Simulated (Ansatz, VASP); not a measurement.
# Ag (Ag(110)) in two plane-wave programs, part 2 of 2

Aim: how closely do two programs agree when they are given the same cell, functional and k mesh?

VASP 6.6.1 and Ansatz 0.2.0.

So far: The starting structure; Ansatz: single point, PBEsol; VASP: single point, PBEsol.

## 4. Differences

Known differences besides the potentials themselves: the data sets hold 133 valence electrons in Ansatz (default PAW (the set named soft_2) files) and 77 in VASP; the cutoff is 420 eV in Ansatz and 350 eV in VASP (PREC = Normal); Ansatz makes its cores anew for this functional, VASP keeps those of its PBE data sets; VASP leaves aspherical gradient terms in its spheres out (LASPH is not set), Ansatz keeps them. Total energies have different zeros and are not compared.

Both answers:

```
                                   quantity  Ansatz  VASP  difference
 work function, lower of the two faces (eV)    4.19  4.16       +0.03
work function, higher of the two faces (eV)    4.19  4.16       +0.03
```

Forces (eV/Å; atoms numbered as in POSCAR):

```
atom        Ansatz x, y, z          VASP x, y, z
 Ag1   0.000, 0.000, 0.480   0.000, 0.000, 0.483
 Ag2  0.000, 0.000, -0.199  0.000, 0.000, -0.198
 Ag3  0.000, 0.000, -0.018  0.000, 0.000, -0.016
 Ag4   0.000, 0.000, 0.000   0.000, 0.000, 0.000
 Ag5   0.000, 0.000, 0.018   0.000, 0.000, 0.016
 Ag6   0.000, 0.000, 0.199   0.000, 0.000, 0.198
 Ag7  0.000, 0.000, -0.480  0.000, 0.000, -0.483
```

The forces differ by 1.4 meV/Å r.m.s., which is 0.9 % of the r.m.s. force of 0.16 eV/Å (both taken over all components). VASP's log warns that it found no field-free region in the vacuum, so its work functions are uncertain.

## 5. VASP: single point, PBE

A single point gives forces, pressure and levels at one fixed geometry, so differences don't come from the geometry; what else differs is listed under the comparison. The cell compared in this pair holds 315.54 Å³, against 197.26 Å³ for the pair before.

The input, INCAR:

```
SYSTEM = Ag
PREC = Normal
ENCUT = 350
EDIFF = 1E-06
NELM = 120
ISMEAR = 1
SIGMA = 0.1
LREAL = .FALSE.
ALGO = Normal
GGA = PE
NBANDS = 47
LORBIT = 11
LWAVE = .FALSE.
LCHARG = .FALSE.
KPAR = 4
IDIPOL = 3
LDIPOL = .TRUE.
DIPOL = 0.5 0.5 0.5
LVHAR = .TRUE.
LVACPOTAV = .TRUE.
```

The input, POSCAR:

```
Ag
1.0
    4.0900000000      0.0000000000      0.0000000000
    0.0000000000      2.8920667351      0.0000000000
    0.0000000000      0.0000000000     26.6762002052
Ag
7
Direct
    0.0000000000      0.0000000000      0.3373793843
    0.5000000000      0.5000000000      0.3915862562
    0.0000000000      0.0000000000      0.4457931281
    0.5000000000      0.5000000000      0.5000000000
    0.0000000000      0.0000000000      0.5542068719
    0.5000000000      0.5000000000      0.6084137438
    0.0000000000      0.0000000000      0.6626206157
```

The input, KPOINTS:

```
Automatic mesh
0
Gamma
6 9 1
0 0 0
```

The projector-augmented-wave data sets are Ag (PBE family, release 64).

Started as:

```bash
$ mpirun -np 4 vasp_std
```

Numbers of over 12 decimals in the logs are rounded to 6 here.

Log:

```text
[banner, memory and clock lines left out]
running    4 mpi-ranks, on    1 nodes
[...]
LDA part: xc-table for (Slater+PW92), standard interpolation
 POSCAR, INCAR and KPOINTS ok, starting setup
[...]
entering main loop
       N       E                     dE             d eps       ncg     rms          rms(c)
DAV:   1     0.403818009507E+03    0.40382E+03   -0.28969E+04  1928   0.103E+03
DAV:   2    -0.433427996401E+01   -0.40815E+03   -0.38501E+03  2135   0.258E+02
DAV:   3    -0.190493857694E+02   -0.14715E+02   -0.14425E+02  2120   0.490E+01
DAV:   4    -0.192536331851E+02   -0.20425E+00   -0.20413E+00  2232   0.599E+00
[...]
DAV:  21    -0.177074071541E+02   -0.19655E-05   -0.46665E-08  1193   0.575E-04    0.161E-04
DAV:  22    -0.177074085892E+02   -0.14351E-05   -0.21655E-08  1200   0.445E-04    0.756E-05
DAV:  23    -0.177074092871E+02   -0.69792E-06   -0.11997E-08  1242   0.332E-04
 [... a notice as in an earlier step ...]

   1 F= -.17707409E+02 E0= -.17706901E+02  d E =-.152631E-02
```

Parts of OUTCAR (step 5):

```text
  Total        0.6081659      0.0437484      0.6181165      0.0000000      0.0000000      0.0000000
  in kB        3.0879985      0.2221353      3.1385232      0.0000000      0.0000000      0.0000000
  external PRESSURE =       2.1495523 kB  Pullay stress =       0.0000000 kB

 POSITION                                       TOTAL-FORCE (eV/Angst)
 -----------------------------------------------------------------------------------
      0.00000      0.00000      9.00000        -0.000000      0.000000      0.058046
      2.04500      1.44603     10.44603         0.000000      0.000000     -0.319142
      0.00000      0.00000     11.89207         0.000000      0.000000     -0.012635
      2.04500      1.44603     13.33810         0.000000      0.000000      0.000000
      0.00000      0.00000     14.78413         0.000000      0.000000      0.012635
      2.04500      1.44603     16.23017         0.000000      0.000000      0.319142
      0.00000      0.00000     17.67620        -0.000000      0.000000     -0.058046
 -----------------------------------------------------------------------------------
    total drift:                                0.000000      0.000000      0.000000

  FREE ENERGIE OF THE ION-ELECTRON SYSTEM (eV)
  ---------------------------------------------------
  free  energy   TOTEN  =       -17.7074092871 eV

  energy  without entropy=      -17.7058829815  energy(sigma->0) =      -17.70690052

[... 1 part as in an earlier step ...]

[... 2 further parts left out ...]
[key lines of the parts left out:]
E-fermi :   0.6619
```

## 6. Ansatz: single point, PBE

The same cell, functional, mesh and smearing now go to Ansatz, which takes its cutoff from its data sets.

The input, input.yaml:

```yaml
crystal:
  lattice:
    - [4.09, 0.0, 0.0]
    - [0.0, 2.8920667351, 0.0]
    - [0.0, 0.0, 26.6762002052]
  atoms:
    - { symbol: Ag, position: [0.0, 0.0, 0.3373793843] }
    - { symbol: Ag, position: [0.5, 0.5, 0.3915862562] }
    - { symbol: Ag, position: [0.0, 0.0, 0.4457931281] }
    - { symbol: Ag, position: [0.5, 0.5, 0.5] }
    - { symbol: Ag, position: [0.0, 0.0, 0.5542068719] }
    - { symbol: Ag, position: [0.5, 0.5, 0.6084137438] }
    - { symbol: Ag, position: [0.0, 0.0, 0.6626206157] }
hamiltonian:
  xc: pbe
  pseudopotentials: { kind: paw }
kpoints:
  mp_grid: { grid: [6, 9, 1] }
scf:
  occupations: { method: methfessel_paxton, width: 0.1 }
  n_extra_bands: 5
efield:
  axis: 3
  dipole_correction: true
  ramp_width: 0.04
output:
  forces: true
  eigenvalues: true
```

Started as:

```bash
$ ansatz run input.yaml --threads 4 --pin off --max-ram 9216MiB --backend cpu --events-out ev --progress --plain --runs-dir out
```

Log:

```text
[...]
Crystal: 7 atoms, lattice volume = 315.541 Å³
Basis set: ecut = 420 eV, 6169 PW (Γ), exchange–correlation on 60×40×360 points (8 copies of the dense FFT grid, shifted against one another)
Bands: 72, of which v1, the nominal top of the filled ones, is band 67 counted from 1 (66 counted from 0)
Symmetry: 4 space group operations
k-points: 20 of 54
[...]
k-point 0: bands = [... 63 lower, 1.1286, 1.2415, 1.2462, 2.6559, 4.4485, 6.2619, 6.3444, 7.7689, ... 1 higher]
  k-point 1: bands = [... 63 lower, 1.1077, 1.2334, 1.2945, 2.8369, 4.6948, 6.6021, 6.8313, 7.9967, ... 1 higher]
  k-point 2: bands = [... 63 lower, 1.2069, 1.2119, 1.5211, 3.3778, 5.3681, 7.2929, 8.2471, 8.6501, ... 1 higher]
  k-point 19: bands = [... 63 lower, 3.9756, 4.0441, 5.3121, 5.5631, 6.8331, 7.4115, 8.1044, 8.1613, ... 1 higher]
[key lines of the parts left out:]
SCF converged after 8 iterations
Free energy (F): -53132.529769 eV
Fermi energy:    4.040081 eV
Dipole field:    D = -0.000000 V/Å  (p = -0.000001 e·Å, saw-weighted, corrected)
Work function:   Φ+ = 4.1096 eV   Φ− = 4.1096 eV
```

The job ended after 8.3 s (4 threads of Arm Neoverse V2, shared host; peak memory 0.9 GiB; 31 s of CPU time).

## 7. Differences

Compared:

```
                                   quantity  Ansatz  VASP  difference
 work function, lower of the two faces (eV)    4.11  4.10       +0.01
work function, higher of the two faces (eV)    4.11  4.10       +0.01
```

Forces (eV/Å; atoms numbered as in POSCAR):

```
atom        Ansatz x, y, z          VASP x, y, z
 Ag1   0.000, 0.000, 0.058   0.000, 0.000, 0.058
 Ag2  0.000, 0.000, -0.318  0.000, 0.000, -0.319
 Ag3  0.000, 0.000, -0.015  0.000, 0.000, -0.013
 Ag4   0.000, 0.000, 0.000   0.000, 0.000, 0.000
 Ag5   0.000, 0.000, 0.015   0.000, 0.000, 0.013
 Ag6   0.000, 0.000, 0.318   0.000, 0.000, 0.319
 Ag7  0.000, 0.000, -0.058  0.000, 0.000, -0.058
```

The forces differ by 0.7 meV/Å r.m.s., which is 0.7 % of the r.m.s. force of 0.10 eV/Å (both taken over all components). VASP's log warns that it found no field-free region in the vacuum, so its work functions are uncertain.

## 8. VASP: single point, PBEsol, spin-orbit coupling

A single point gives forces, pressure and levels at one fixed geometry, so differences don't come from the geometry; what else differs is listed under the comparison.

INCAR, as its differences from that of step 5:

```diff
@@ -9,4 +9,10 @@
 ALGO = Normal
-GGA = PE
-NBANDS = 47
+GGA = PS
+LNONCOLLINEAR = .TRUE.
+MAGMOM = 0 0 0 0 0 0 0 0 0 0 0 0 0 0 0 0 0 0 0 0 0
+NBANDS = 94
+GGA_COMPAT = .FALSE.
+LASPH = .TRUE.
+LSORBIT = .TRUE.
+LMAXMIX = 4
 LORBIT = 11
```

POSCAR is that of step 5.

KPOINTS is that of step 5.

Started as:

```bash
$ mpirun -np 4 vasp_ncl
```

Log:

```text
[banner, memory and clock lines left out]
running    4 mpi-ranks, on    1 nodes
[...]
[... a notice as in an earlier step ...]

 LDA part: xc-table for (Slater+PW92), standard interpolation
 POSCAR, INCAR and KPOINTS ok, starting setup
[...]
entering main loop
       N       E                     dE             d eps       ncg     rms          rms(c)
DAV:   1     0.404501248076E+03    0.40450E+03   -0.29079E+04  3896   0.104E+03
DAV:   2    -0.705387025393E+01   -0.41156E+03   -0.38917E+03  4218   0.262E+02
DAV:   3    -0.234583220211E+02   -0.16404E+02   -0.16032E+02  4142   0.506E+01
DAV:   4    -0.237157769391E+02   -0.25745E+00   -0.25689E+00  4324   0.642E+00
[...]
DAV:  23    -0.215595060987E+02   -0.17138E-05   -0.26068E-08  2346   0.533E-04    0.113E-04
DAV:  24    -0.215595072023E+02   -0.11036E-05   -0.14651E-08  2366   0.239E-04    0.523E-05
DAV:  25    -0.215595076815E+02   -0.47918E-06   -0.58888E-09  2344   0.173E-04
 [... a notice as in an earlier step ...]

   1 F= -.21559508E+02 E0= -.21558722E+02  d E =-.235745E-02  mag=    -0.0000    -0.0000     0.0000
```

Parts of OUTCAR (step 8):

```text
  Total       -4.5028278     -5.2945436     -3.7961452     -0.0000000      0.0000000      0.0000000
  in kB      -22.8633749    -26.8833583    -19.2751519     -0.0000000      0.0000000      0.0000000
  external PRESSURE =     -23.0072950 kB  Pullay stress =       0.0000000 kB

 POSITION                                       TOTAL-FORCE (eV/Angst)
 -----------------------------------------------------------------------------------
      0.00000      0.00000      9.00000         0.000000     -0.000000      0.489784
      2.04500      1.44603     10.44603         0.000000      0.000000     -0.196681
      0.00000      0.00000     11.89207         0.000000     -0.000000     -0.017491
      2.04500      1.44603     13.33810         0.000000     -0.000000      0.000000
      0.00000      0.00000     14.78413         0.000000     -0.000000      0.017491
      2.04500      1.44603     16.23017         0.000000     -0.000000      0.196681
      0.00000      0.00000     17.67620         0.000000     -0.000000     -0.489784
 -----------------------------------------------------------------------------------
    total drift:                               -0.000000      0.000000      0.000000

  FREE ENERGIE OF THE ION-ELECTRON SYSTEM (eV)
  ---------------------------------------------------
  free  energy   TOTEN  =       -21.5595076815 eV

  energy  without entropy=      -21.5571502305  energy(sigma->0) =      -21.55872186

 magnetization (x)
# of ion       s       p       d       tot
------------------------------------------
    1        0.000   0.000   0.000   0.000
    2        0.000   0.000   0.000   0.000
    3        0.000   0.000   0.000   0.000
    4        0.000   0.000   0.000   0.000
    5        0.000   0.000   0.000   0.000
    6        0.000   0.000   0.000   0.000
    7        0.000   0.000   0.000   0.000
--------------------------------------------------
tot          0.000   0.000   0.000   0.000

 magnetization (y)
# of ion       s       p       d       tot
------------------------------------------
    1        0.000   0.000   0.000   0.000
    2        0.000   0.000   0.000   0.000
    3        0.000   0.000   0.000   0.000
    4        0.000   0.000   0.000   0.000
    5        0.000   0.000   0.000   0.000
    6        0.000   0.000   0.000   0.000
    7        0.000   0.000   0.000   0.000
--------------------------------------------------
tot          0.000   0.000   0.000   0.000

 magnetization (z)
# of ion       s       p       d       tot
------------------------------------------
    1        0.000   0.000   0.000   0.000
    2       -0.000   0.000   0.000  -0.000
    3        0.000   0.000   0.000   0.000
    4        0.000  -0.000   0.000  -0.000
    5        0.000   0.000   0.000   0.000
    6        0.000   0.000  -0.000  -0.000
    7        0.000  -0.000   0.000  -0.000
--------------------------------------------------
tot         -0.000  -0.000   0.000  -0.000

[... 1 part as in an earlier step ...]

[... 2 further parts left out ...]
[key lines of the parts left out:]
E-fermi :   0.4963
```

## 9. Ansatz: single point, PBEsol, spin-orbit coupling

The same cell, functional, mesh and smearing now go to Ansatz, which takes its cutoff from its data sets.

input.yaml, as its differences from that of step 6:

```diff
@@ -14,4 +14,7 @@
 hamiltonian:
-  xc: pbe
-  pseudopotentials: { kind: paw }
+  xc: pbesol
+  pseudopotentials: { kind: paw_fr }
+magnetization:
+  noncollinear: true
+  spin_orbit: true
 kpoints:
@@ -20,3 +23,3 @@
   occupations: { method: methfessel_paxton, width: 0.1 }
-  n_extra_bands: 5
+  n_extra_bands: 10
 efield:
```

Started as:

```bash
$ ansatz run input.yaml --threads 4 --pin off --max-ram 9216MiB --backend cpu --events-out ev --progress --plain --runs-dir out
```

Log:

```text
[...]
non-collinear run that drives no moment, with spin-orbit: no starting moment large enough to seed its density (crystal.atoms[].spin), no starting occupations that ask for one, no magnetisation constraint and no magnetic field, so the semilocal B_xc is pinned to zero
Crystal: 7 atoms, lattice volume = 315.541 Å³
[...]
k-point 1: bands = [... 129 lower, 1.2067, 1.2234, 1.2234, 2.7103, 2.7103, 4.5690, 4.5690, 6.5111, ... 6 higher]
  k-point 2: bands = [... 129 lower, 1.1593, 1.4172, 1.4172, 3.2365, 3.2365, 5.2362, 5.2362, 7.2030, ... 6 higher]
  k-point 19: bands = [... 129 lower, 3.8660, 5.1343, 5.1343, 5.3922, 5.3922, 6.6612, 6.6612, 7.2399, ... 6 higher]
[key lines of the parts left out:]
SCF converged after 11 iterations
Magnetization: |M| = 0.0000 μB,  M = (+0.0000, +0.0000, +0.0000) μB
Free energy (F): -52670.079581 eV
Fermi energy:    3.876520 eV
Dipole field:    D = 0.000001 V/Å  (p = 0.000001 e·Å, saw-weighted, corrected)
Work function:   Φ+ = 4.2347 eV   Φ− = 4.2346 eV
```

Wall time 98 s (4 threads); peak memory 3.6 GiB; 6.4 min of CPU time.

## 10. Comparison

What differs besides the data sets and the points named for the pairs above, as far as they apply: spin-orbit coupling enters by fully relativistic files in Ansatz and inside the spheres in VASP; the data sets hold 133 valence electrons in Ansatz (fully relativistic PAW (standard-fr) files) and 77 in VASP. Total energies have different zeros and are not compared.

Both answers:

```
                                   quantity  Ansatz  VASP  difference
 work function, lower of the two faces (eV)    4.23  4.23       +0.01
work function, higher of the two faces (eV)    4.23  4.23       +0.01
```

Forces (eV/Å; atoms numbered as in POSCAR):

```
atom        Ansatz x, y, z          VASP x, y, z
 Ag1   0.000, 0.000, 0.489   0.000, 0.000, 0.490
 Ag2  0.000, 0.000, -0.196  0.000, 0.000, -0.197
 Ag3  0.000, 0.000, -0.021  0.000, 0.000, -0.017
 Ag4   0.000, 0.000, 0.000   0.000, 0.000, 0.000
 Ag5   0.000, 0.000, 0.021   0.000, 0.000, 0.017
 Ag6   0.000, 0.000, 0.196   0.000, 0.000, 0.197
 Ag7  0.000, 0.000, -0.489  0.000, 0.000, -0.490
```

The forces differ by 1.0 meV/Å r.m.s., which is 0.6 % of the r.m.s. force of 0.16 eV/Å (both taken over all components). VASP's log warns that it found no field-free region in the vacuum, so its work functions are uncertain.

## 11. What came out

```json
{
 "r.m.s. force difference (single point, PBEsol)": "1.4 meV/Å",
 "r.m.s. force difference (single point, PBE)": "0.74 meV/Å",
 "r.m.s. force difference (single point, PBEsol, spin-orbit coupling)": "0.99 meV/Å"
}
```

What this shows: The r.m.s. force difference is 1.4 meV/Å (single point, PBEsol), within the 12 meV/Å picked in this series as the mark of a large difference. 1 further run of this series is not shown here. Such differences can come from data sets, numerical settings and the points named under the comparisons, not from the functional's error against experiment.

[Lines on the potential files, build, host, timing and source positions are cut from VASP's logs without a mark.]

[Logs are printed without paths, hosts, clocks, repeated set-up lines and the standing remarks that a program may print on its own settings, such as how far it seeks lower states.]

[Hosts, paths, dates, database ids (printed as entryN), source tags and the programs' standing remarks are cut or masked in the printed files.]
